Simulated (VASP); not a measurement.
# PIr2 (Fm-3m) in VASP: a series of runs

One crystal, PIr2, is run at these levels: LDA; tasks: single point.

Everything below comes from runs of VASP 6.6.1. Logs are shortened: lines on timing, memory, paths and dates and some standing lists are left out, and cuts for length are marked.

**1. Starting point**

The structure is cubic, space group Fm-3m (No. 225). The conventional cell has a = 5.535 Å, b = 5.535 Å, c = 5.535 Å, α = 90.00°, β = 90.00°, γ = 90.00°. P (site symmetry m-3m) is surrounded by 8 Ir at 2.40 Å. Ir (site symmetry -43m) is surrounded by 4 P at 2.40 Å.

**2. Single point, LDA**

INCAR reads:

```
SYSTEM = PIr2
PREC = Accurate ; ENCUT = 520
EDIFF = 1E-7 ; ISMEAR = 1
SIGMA = 0.15 ; LREAL = .False.
LASPH = .True. ; NELM = 100
ALGO = Normal ; ISIF = 2
LWAVE = .False. ; LCHARG = .False.
NBANDS = 18
```

KPOINTS reads:

```
Automatic mesh
0
Gamma
  7 7 7
  0 0 0
```

POSCAR reads:

```
PIr2
1.0
    0.0000000000      2.7675000000      2.7675000000
    2.7675000000      0.0000000000      2.7675000000
    2.7675000000      2.7675000000      0.0000000000
P Ir
1 2
Direct
    0.0000000000      0.0000000000      0.0000000000
    0.2500000000      0.2500000000      0.2500000000
    0.7500000000      0.7500000000      0.7500000000
```

Potentials or basis: VASP PAW LDA potentials, release 64 (P, Ir).

The run is started by

```bash
> cat potpaw_LDA.64/P/POTCAR potpaw_LDA.64/Ir/POTCAR > POTCAR
> mpirun -np 1 vasp_std > vasp.out
```

OUTCAR:

```text
SYSTEM = PIr2
   PREC = Accurate
   ENCUT = 520
   EDIFF = 1E-7
   ISMEAR = 1
   LREAL = .False.
   LASPH = .True.
   NELM = 100
   ISIF = 2

 ion  position               nearest neighbor table
   1  0.000  0.000  0.000-   3 2.40   3 2.40   3 2.40   2 2.40   3 2.40   2 2.40   2 2.40   2 2.40

   2  0.250  0.250  0.250-   1 2.40   1 2.40   1 2.40   1 2.40   3 2.77   3 2.77   3 2.77   3 2.77
                             3 2.77   3 2.77
   3  0.750  0.750  0.750-   1 2.40   1 2.40   1 2.40   1 2.40   2 2.77   2 2.77   2 2.77   2 2.77
                             2 2.77   2 2.77

  LATTYP: Found a face centered cubic cell.
 ALAT       =     5.5350000000

  Lattice vectors:

 A1 = (   0.0000000000,   2.7675000000,   2.7675000000)
 A2 = (   2.7675000000,   0.0000000000,   2.7675000000)
 A3 = (   2.7675000000,   2.7675000000,   0.0000000000)

Analysis of symmetry for initial positions (statically):
=====================================================================
 Subroutine PRICEL returns:
 Original cell was already a primitive cell.

 Routine SETGRP: Setting up the symmetry group for a
 face centered cubic supercell.

 Subroutine GETGRP returns: Found 48 space group operations
 (whereof 48 operations were pure point group operations)
 out of a pool of 48 trial point group operations.

The static configuration has the point symmetry O_h .

Analysis of symmetry for dynamics (positions and initial velocities):
=====================================================================
 Subroutine PRICEL returns:
 Original cell was already a primitive cell.

 Routine SETGRP: Setting up the symmetry group for a
 face centered cubic supercell.

 Subroutine GETGRP returns: Found 48 space group operations
 (whereof 48 operations were pure point group operations)
 out of a pool of 48 trial point group operations.

The dynamic configuration has the point symmetry O_h .

 Subroutine INISYM returns: Found 48 space group operations
 (whereof 48 operations are pure point group operations),
 and found     1 'primitive' translations

----------------------------------------------------------------------------------------

                                     Primitive cell

  volume of cell :      42.3929

  direct lattice vectors                    reciprocal lattice vectors
     0.000000000  2.767500000  2.767500000    -0.180668473  0.180668473  0.180668473
     2.767500000  0.000000000  2.767500000     0.180668473 -0.180668473  0.180668473
     2.767500000  2.767500000  0.000000000     0.180668473  0.180668473 -0.180668473

  length of vectors
     3.913836034  3.913836034  3.913836034     0.312926975  0.312926975  0.312926975

  position of ions in fractional coordinates (direct lattice)
     0.000000000  0.000000000  0.000000000
     0.250000000  0.250000000  0.250000000
     0.750000000  0.750000000  0.750000000

  ion indices of the primitive-cell ions
   primitive index   ion index
                 1           1
                 2           2
                 3           3

----------------------------------------------------------------------------------------

 KPOINTS: Automatic mesh

Automatic generation of k-mesh.
 Grid dimensions read from file:
 generate k-points for:    7    7    7

 Generating k-lattice:

  Cartesian coordinates                     Fractional coordinates (reciprocal lattice)
    -0.025809782  0.025809782  0.025809782     0.142857143  0.000000000  0.000000000
     0.025809782 -0.025809782  0.025809782     0.000000000  0.142857143  0.000000000
     0.025809782  0.025809782 -0.025809782     0.000000000  0.000000000  0.142857143

  Length of vectors
     0.044703854  0.044703854  0.044703854

  Shift w.r.t. Gamma in fractional coordinates (k-lattice)
     0.000000000  0.000000000  0.000000000

 Subroutine IBZKPT returns following result:
 ===========================================

 Found     20 irreducible k-points:

 Following reciprocal coordinates:
            Coordinates               Weight
  0.000000  0.000000  0.000000      1.000000
  0.142857  0.000000  0.000000      8.000000
  0.285714  0.000000  0.000000      8.000000
  0.428571  0.000000  0.000000      8.000000
  0.142857  0.142857  0.000000      6.000000
  0.285714  0.142857  0.000000     24.000000
[... 12 lines left out ...]
 -0.428571  0.428571  0.142857     24.000000
 -0.285714  0.428571  0.142857     24.000000
   k-points           NKPTS =     20   k-points in BZ     NKDIM =     20   number of bands    NBANDS=     18
   number of dos      NEDOS =    301   number of ions     NIONS =      3
   total plane-waves  NPLWV =  27000
   dimension x,y,z NGX =    30 NGY =   30 NGZ =   30
   dimension x,y,z NGXF=    60 NGYF=   60 NGZF=   60
   ions per type =               1   2
   NGX,Y,Z   is equivalent  to a cutoff of  12.74, 12.74, 12.74 a.u.
   NGXF,Y,Z  is equivalent  to a cutoff of  25.49, 25.49, 25.49 a.u.
 SYSTEM =  PIr2
   PREC   = accura    normal or accurate (medium, high low for compatibility)
   ISTART =      0    job   : 0-new  1-cont  2-samecut
   ICHARG =      2    charge: 1-file 2-atom 10-const
   ISPIN  =      1    spin polarized calculation?
   LNONCOLLINEAR =      F non collinear calculations
   LSORBIT =      F    spin-orbit coupling
   LASPH  =      T    aspherical Exc in radial PAW
   ENCUT  =  520.0 eV  38.22 Ry    6.18 a.u.   7.28  7.28  7.28*2*pi/ulx,y,z
   NELM   =    100;   NELMIN=  2; NELMDL= -5     # of ELM steps
   EDIFF  = 0.1E-06   stopping-criterion for ELM
   LREAL  =      F    real-space projection
   EDIFFG = 0.1E-05   stopping-criterion for IOM
   NSW    =      0    number of steps for IOM
   IBRION =     -1    ionic relax: 0-MD 1-quasi-New 2-CG
   NFREE  =      0    steps in history (QN), initial steepest desc. (CG)
   ISIF   =      2    stress and relaxation
   ISYM   =      2    0-nonsym 1-usesym 2-fastsym
   POTIM  = 0.5000    time-step for ionic-motion
   TEBEG  =    0.0;   TEEND  =   0.0 temperature during run
   PSTRESS=    0.0 pullay stress
   NELECT =      23.0000    total number of electrons
   NUPDOWN=      -1.0000    fix difference up-down
   EMIN   =  10.00;   EMAX   =-10.00  energy-range for DOS
   EFERMI =   0.00;   METHOD = LEGACY
   ISMEAR =     1;   SIGMA  =   0.15  broadening in eV -4-tet -1-fermi 0-gaus
   EFERMI_NEDOS =   21; number of points for ismear=-14 and -15
   IALGO  =     38    algorithm
   IMIX   =      4    mixing-type and parameters
     AMIX     =   0.40;   BMIX     =  1.00
     AMIX_MAG =   1.60;   BMIX_MAG =  1.00
  volume/ion in A,a.u.               =      14.13        95.36
  Fermi-wavevector in a.u.,A,eV,Ry     =   1.335221  2.523202 24.256672  1.782815
  Thomas-Fermi vector in A             =   2.463942
   LORBIT       =      0    0 simple, 1 ext, 2 COOP (PROOUT), +10 PAW based schemes
   GGA     = CA    functional components
   LHFCALC =     F    Hartree Fock is set to
   AEXX    =    0.0000 exact exchange contribution
   IVDW    =     0    specifies the selected vdW correction
   LEPSILON=     F    determine dielectric tensor
   LRPA    =     F    only Hartree local field effects (RPA)
 non-spin polarized calculation
 Methfessel and Paxton  Order N= 1 SIGMA  =   0.15
  energy-cutoff  :      520.00
  volume of cell :       42.39
 maximum number of plane-waves:      1155
 NGX is ok and might be reduce to    30

 number of electron      23.0000001 magnetization

 Free energy of the ion-electron system (eV)
  ---------------------------------------------------
  ext. energy  EPLUGINS =         0.00000000
  ---------------------------------------------------
  free energy    TOTEN  =       -28.03789296 eV

  energy without entropy =      -28.03691180  energy(sigma->0) =      -28.03756591

 E-fermi :   9.7181     XC(G=0): -13.1306

 val. band max:        9.6995427221   @ k =   0.1429   0.1429   0.0000
 cond. band min:       9.7675548008   @ k =   0.4286   0.4286   0.0000
 fundamental gap:      0.0680120788
 Fermi energy:         9.7181480847

 k-point     1 :       0.0000    0.0000    0.0000
  band No.  band energies     occupation
      1      -4.5906      2.00000
      2       2.2670      2.00000
      3       2.2670      2.00000
      4       2.2670      2.00000
      5       3.8771      2.00000
      6       3.8771      2.00000
[... 10 lines left out ...]
     17      14.8908      0.00000
     18      14.8908      0.00000

 k-point     2 :       0.1429    0.0000    0.0000
  band No.  band energies     occupation
      1      -4.3370      2.00000
      2       2.1689      2.00000
      3       2.4386      2.00000
      4       2.4386      2.00000
      5       4.1075      2.00000
      6       4.1075      2.00000
[... 10 lines left out ...]
     17      16.0314      0.00000
     18      16.0314      0.00000

 k-point     3 :       0.2857    0.0000    0.0000
  band No.  band energies     occupation
      1      -3.7001      2.00000
      2       2.0527      2.00000
      3       2.8917      2.00000
      4       2.8917      2.00000
      5       4.7820      2.00000
      6       4.7820      2.00000
[... 10 lines left out ...]
     17      17.4421      0.00000
     18      17.4421      0.00000

 k-point     4 :       0.4286    0.0000    0.0000
  band No.  band energies     occupation
      1      -3.0984      2.00000
      2       2.0873      2.00000
      3       3.3748      2.00000
      4       3.3748      2.00000
      5       5.7760      2.00000
      6       5.7760      2.00000
[... 291 lines left out ...]
      4       3.8855      2.00000
      5       5.2522      2.00000
      6       5.6190      2.00000
[... 10 lines left out ...]
     17      18.0843      0.00000
     18      19.3737      0.00000

 k-point    19 :      -0.4286    0.4286    0.1429
  band No.  band energies     occupation
      1      -2.6723      2.00000
      2       1.4006      2.00000
      3       3.4295      2.00000
      4       4.3216      2.00000
      5       5.0844      2.00000
      6       5.4368      2.00000
[... 10 lines left out ...]
     17      18.4624      0.00000
     18      19.0407      0.00000

 k-point    20 :      -0.2857    0.4286    0.1429
  band No.  band energies     occupation
      1      -2.6063      2.00000
      2       2.0769      2.00000
      3       2.6156      2.00000
      4       4.2172      2.00000
      5       5.2757      2.00000
      6       5.4832      2.00000
[... 10 lines left out ...]
     17      18.2731      0.00000
     18      18.6305      0.00000

------------------------ aborting loop because EDIFF is reached ----------------------------------------

  FORCE on cell =-STRESS in cart. coord.  units (eV):
  Direction    XX          YY          ZZ          XY          YZ          ZX
  --------------------------------------------------------------------------------------
  -------------------------------------------------------------------------------------
  Total       -0.8399400     -0.8399400     -0.8399400     -0.0000000     -0.0000000      0.0000000
  in kB      -31.7443142    -31.7443142    -31.7443142     -0.0000000     -0.0000000      0.0000000
  external PRESSURE =     -31.7443142 kB  Pullay stress =       0.0000000 kB

 VOLUME and BASIS-vectors are now :
 -----------------------------------------------------------------------------
  energy-cutoff  :      520.00
  volume of cell :       42.39
      direct lattice vectors                 reciprocal lattice vectors
     0.000000000  2.767500000  2.767500000    -0.180668473  0.180668473  0.180668473
     2.767500000  0.000000000  2.767500000     0.180668473 -0.180668473  0.180668473
     2.767500000  2.767500000  0.000000000     0.180668473  0.180668473 -0.180668473

 POSITION                                       TOTAL-FORCE (eV/Angst)
 -----------------------------------------------------------------------------------
      0.00000      0.00000      0.00000        -0.000000     -0.000000      0.000000
      1.38375      1.38375      1.38375         0.000000      0.000000      0.000000
      4.15125      4.15125      4.15125        -0.000000     -0.000000     -0.000000
 -----------------------------------------------------------------------------------
    total drift:                               -0.000000      0.000000      0.000000

  FREE ENERGIE OF THE ION-ELECTRON SYSTEM (eV)
  ---------------------------------------------------
  free  energy   TOTEN  =       -28.0378929619 eV

  energy  without entropy=      -28.0369118005  energy(sigma->0) =      -28.03756591
```

Wall time 18 s (1 thread of AMD EPYC 7R13 (Zen 3), shared host); peak memory 0.13 GiB.

What came out:

- Free energy: -28.0379 eV
- Pressure: -3.2 GPa
- Band gap on the k mesh: none (metal or under the smearing width)

Spin-orbit coupling is left out, which matters for the levels of Ir.

**3. Single point, LDA**

This run uses another cell than the first one: it holds 9 atoms, not 3.

INCAR reads:

```
PREC = Accurate
ENCUT = 520
EDIFF = 1E-7
ISMEAR = 1
SIGMA = 0.15
LREAL = False
LASPH = True
NELM = 100
ALGO = Normal
ISIF = 2
LWAVE = False
LCHARG = False
LDIPOL = True
IDIPOL = 3
DIPOL = 0.5 0.5 0.510
GGA = CA
NBANDS = 44
```

KPOINTS reads:

```
Automatic mesh
0
Gamma
  5 5 1
```

POSCAR reads:

```
PIr2
1.0
    3.9138360339      0.0000000000      0.0000000000
    0.0000000000      3.9138360339      0.0000000000
    0.0000000000      0.0000000000     22.9187500000
P Ir
3 6
Direct
    0.0000000000      0.0000000000      0.3574664710
    0.5000000000      0.5000000000      0.4699269627
    0.0000000000      0.0000000000      0.5907235616
    0.0000000000      0.5000000000      0.4101032245
    0.5000000000      0.0000000000      0.4101032245
    0.5000000000      0.0000000000      0.5297842655
    0.0000000000      0.5000000000      0.5297842655
    0.0000000000      0.5000000000      0.6463362594
    0.5000000000      0.0000000000      0.6463362594
```

Potentials or basis: VASP PAW LDA potentials, release 64 (P, Ir).

The run is started by

```bash
> cat potpaw_LDA.64/P/POTCAR potpaw_LDA.64/Ir/POTCAR > POTCAR
> mpirun -np 1 vasp_std > vasp.out
```

It took 4.5 min on 1 thread of AMD EPYC 7R13 (Zen 3), shared host; peak memory 0.32 GiB.

It converged, with:

```
Free energy            : -79.2178 eV
Largest force          : 0.130 eV/Å
Band gap on the k mesh : none (metal or under the smearing width)
```

Forces in eV/Å, atoms in the order of the input:
```
P    0.000  0.000 -0.120
P    0.000  0.000  0.027
P    0.000  0.000 -0.060
Ir   0.000  0.000 -0.038
Ir   0.000  0.000 -0.038
Ir   0.000  0.000 -0.015
Ir   0.000  0.000 -0.015
Ir   0.000  0.000  0.130
Ir   0.000  0.000  0.130
```

Levels at points of the mesh, in eV from the Fermi level:
```
           k point  band 32  band 33  band 34  band 35  band 36  band 37
(0.00, 0.00, 0.00)     0.26     0.36     0.68     1.17     1.36     1.54
```

The run has no spin-orbit coupling, so splittings on Ir are missing.
